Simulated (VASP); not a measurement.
**Be$_{3}$CdTe$_{4}$ (ordered alloy cell): computed properties**

Computed with PBEsol GGA, VASP's PBE PAW potentials (set 64) (plane waves; VASP).

```yaml
space_group: R3m (160)
cell: a = 4.1018 Å, b = 4.1018 Å, c = 40.9572 Å, α = 90.00°, β = 90.00°, γ = 120.00°
volume_per_atom: 24.87 Å³/atom
band gap (over mesh and band path): 1.13 eV
smallest direct gap (over mesh and band path): 1.74 eV
band_edge_character: indirect, Γ to F
density: 5.42 g/cm³
```

```xyz
8
Lattice="0.0000 2.9004 2.9004 2.9004 0.0000 2.9004 11.7495 11.7495 -0.1477" Properties=species:S:1:pos:R:3 pbc="T T T"
Cd    11.6823    11.6823    -0.0806
Te     1.6775     1.6775     1.2229
Te     4.4738     4.4738     1.3271
Te     7.2846     7.2846     1.4167
Te    10.0873    10.0873     1.5144
Be     5.9680     5.9680     5.6338
Be     8.7759     8.7759     5.7263
Be     8.6872     8.6872     0.0141
```

Unless said otherwise, spin-orbit coupling is left out, though it shifts the bands of the heavy elements here.

The structure was generated: Be3CdTe4 was put into an ordered model structure (R3m), which need not be its known phase. It was relaxed first. Symmetry was kept, so distortions that lower it aren't found.
